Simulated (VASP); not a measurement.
Write the native input for VASP 6.6.1 that does the following.

```
Task                   : relaxation of cell and atoms
Functional             : PBE
Dispersion             : MBD
Potentials or basis    : VASP PAW PBE potentials, release 64 (Si, F)
Cutoff                 : 600 eV
k mesh                 : 9 × 9 × 9
Occupations            : fermi-dirac, width 0.05 eV
Spin                   : no spin polarisation
Further INCAR settings : ALGO = Normal; EDIFF = 1e-06; IBRION = 2; EDIFFG = -0.02; NSW = 60; ISIF = 3
```

The structure of SiF lies in POSCAR:

```
SiF
1.0
    3.0286000000      0.0000000000      0.0000000000
    0.0000000000      3.0286000000      0.0000000000
    0.0000000000      0.0000000000      3.0286000000
Si F
1 1
Direct
    0.5000000000      0.5000000000      0.5000000000
    0.0000000000      0.0000000000      0.0000000000
```

The cell was built by a generator and needn't be a form met in nature.

One way to write it, as run:

INCAR

```
SYSTEM = SiF
ALGO     = Normal         ! electronic algorithm
EDIFF    = 1E-6           ! SCF threshold, eV
EDIFFG   = -0.02          ! ionic threshold
ENCUT    = 600            ! plane-wave cutoff, eV
GGA      = PE             ! functional
IBRION   = 2              ! ionic algorithm
ISIF     = 3              ! what is computed and relaxed
ISMEAR   = -1             ! smearing method
IVDW     = 202            ! dispersion correction
LASPH    = .TRUE.         ! aspherical terms in the spheres
LCHARG   = .FALSE.        ! write CHGCAR
LREAL    = .FALSE.        ! projectors in reciprocal space
LWAVE    = .FALSE.        ! write WAVECAR
NELM     = 60             ! most SCF steps
NSW      = 60             ! ionic steps
PREC     = Accurate       ! precision mode
SIGMA    = 0.05           ! smearing width, eV
```

KPOINTS

```
k-points
0
G
  9 9 9
  0 0 0
```

Potentials or basis: VASP PAW PBE potentials, release 64 (Si, F).

Run with:

```sh
$ cat potpaw_PBE.64/Si/POTCAR potpaw_PBE.64/F/POTCAR > POTCAR
$ mpirun -np 1 vasp_std > vasp.out
```

It gave:

```
Relaxed volume                         : 13.55 Å³/atom
Relaxed cell                           : a = 3.004 Å, b = 3.004 Å, c = 3.004 Å, α = 90.00°, β = 90.00°, γ = 90.00°
Space group after relaxing (to 0.05 Å) : Pm-3m (No. 221)
Energy gained by relaxing              : 2.2 meV/atom
Ionic steps                            : 2
Pressure after relaxing                : -0.1 GPa
Band gap on the k mesh                 : none (metal or under the smearing width)
Hirshfeld charges                      : Si +0.20; F -0.20 e
Dispersion energy per atom             : -0.170 eV
```

Caveat: an odd number of electrons without spin polarisation forces a metal; a magnetic or distorted state may lie lower.

Run time: 21 s on 1 thread of AMD EPYC 9R45 96-Core Processor (Zen 5), with other jobs on the host, peak memory 0.11 GiB.
